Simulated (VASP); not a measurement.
**TlCl: energy against volume**

TlCl (CsCl type, Pm-3m, 29.506 Å³/atom and stress up to 0.04 GPa in the relaxed cell, cube axes along x, y and z) under an equal strain ε along all three axes. PBE in VASP (plane waves, PAW), 480 eV, 8×8×8 Γ-centred mesh, Gaussian smearing 0.05 eV; ions are relaxed, or left where forces stay under 0.02 eV/Å, within the symmetry of each cell.

Here V stands for volume and E for E less E0.

| volume (Å³/atom) | E less E0 (meV/atom) | pressure (GPa) |
|---|---|---|
| 27.7709 | 9.36 | 1.64 |
| 28.1981 | 5.40 | 1.19 |
| 28.6297 | 2.57 | 0.78 |
| 29.0657 | 0.79 | 0.40 |
| 29.5061 | 0.00 | 0.04 |
| 29.9509 | 0.15 | -0.28 |
| 30.4001 | 1.17 | -0.58 |
| 30.8538 | 3.02 | -0.86 |
| 31.3121 | 5.67 | -1.11 |
| 32.2421 | ? | ? |

Using the third-order Birch-Murnaghan form, a cubic in V^(-2/3), estimate the missing E at V = 32.2421 from the other rows, showing the fit.

With u = V^(-2/3) - 0.1048, the rows have u = 0.0042452, 0.0031411, 0.0020535, 0.0009823, -0.0000730, -0.0011124, -0.0021364, -0.0031453, -0.0041396. Least squares gives E = 0.023 + 360.3·u + 424576·u² + 1996501·u³. Residuals (row less fit): 0.003, -0.006, -0.001, 0.002, 0.001, 0.005, -0.002, -0.008, 0.004; standard error 0.006 (degrees of freedom: 5). Its minimum lies at u = -0.0004256, so V0 = (0.1043744)^(-3/2) = 29.66. There d²E/du² = 844100 and d³E/du³ = 1.198e7, so B0 = (4/9) × 29.66^(-7/3) × 844100 × 0.160218 = 22.1 GPa (the last factor turns the table's units into GPa), and B0' = 4 + (2/3) × 0.1043744 × (1.198e7)/844100 = 5.0. B0' rests on the cubic coefficient alone and has a standard error of 0.1 from these residuals. At the withheld row, u = -0.0060847, so E = 0.023 + 360.3 × (-0.0060847) + 424576 × (-0.0060847)² + 1996501 × (-0.0060847)³ = 13.100 meV/atom. The calculation gives 13.07 meV/atom, 0.030 meV/atom below the prediction (0.2 % of the range of E in the table). The row lies outside the fitted rows, so this is an extrapolation. The scatter of the fitted rows lies at the last printed digit.

The primitive cell can neither tilt nor turn polar against its symmetry, as such crystals can under strain. Spin-orbit coupling is left out, which can shift these values for the heavy elements here. Other structures, which can take over under pressure, weren't tried. The same form fitted to the pressure column gives B0' = 5.1; series where the two differ by over 0.4 aren't shown. Rows are the converged runs of the series near zero and its far end, less any whose ions stayed unrelaxed beside relaxed ones; series whose fitted rows scatter by over a few per cent of the range, as at a crossing or softening among them, aren't shown in this form.
